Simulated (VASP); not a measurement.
Set up this calculation in VASP 6.6.1, as the native input.

```yaml
Task: relaxation of the atoms
Functional: PBE
Potentials_or_basis: VASP PAW PBE potentials, release 64 (Ag)
Cutoff: 300 eV
k_mesh: 8 × 8 × 8
Occupations: methfessel-paxton, width 0.1 eV
Spin: no spin polarisation
Further_INCAR_settings: ALGO = Normal; EDIFF = 1e-07; IBRION = 2; EDIFFG = -0.01; NSW = 40
```

The structure of Ag lies in POSCAR:

```
Ag                                      
1.0
    0.0000000000      2.0897425509      2.0897425509
    2.0897425509      0.0000000000      2.0897425509
    2.0897425509      2.0897425509      0.0000000000
  Ag            
     1
Direct
     1.0000000000000000    0.0000000000000000    1.0000000000000000
```

The cell isn't the ideal one: a relaxed cell with its volume scaled by 1.02.

These files were run (other wordings do the same):

INCAR

```
SYSTEM = Ag
PREC = Accurate
ENCUT = 300
EDIFF = 1E-7
ISMEAR = 1
SIGMA = 0.1
LREAL = .FALSE.
LASPH = .TRUE.
NELM = 80
ALGO = Normal
ISIF = 2
LWAVE = .FALSE.
LCHARG = .FALSE.
GGA = PE
IBRION = 2
NSW = 40
EDIFFG = -0.01
```

KPOINTS

```
regular mesh
0
G
  8 8 8
  0 0 0
```

Potentials or basis: VASP PAW PBE potentials, release 64 (Ag).

Launch:

```console
$ cat potpaw_PBE.64/Ag/POTCAR > POTCAR
$ mpirun -np 1 vasp_std > vasp.out
```

It gave:

```json
{
 "Pressure after relaxing": "-1.5 GPa",
 "Band gap on the k mesh": "none (metal or under the smearing width)"
}
```

Caveat: the cutoff is under 1.25 times the usual one of these potentials, so pressure, stress and relaxed cells hold a basis-set (Pulay) error; the relaxation stopped at its first step, so nothing moved.

Run time: 2.6 s on 1 thread of Intel(R) Xeon(R) Platinum 8488C (Sapphire Rapids) (shared host), peak memory 0.11 GiB.
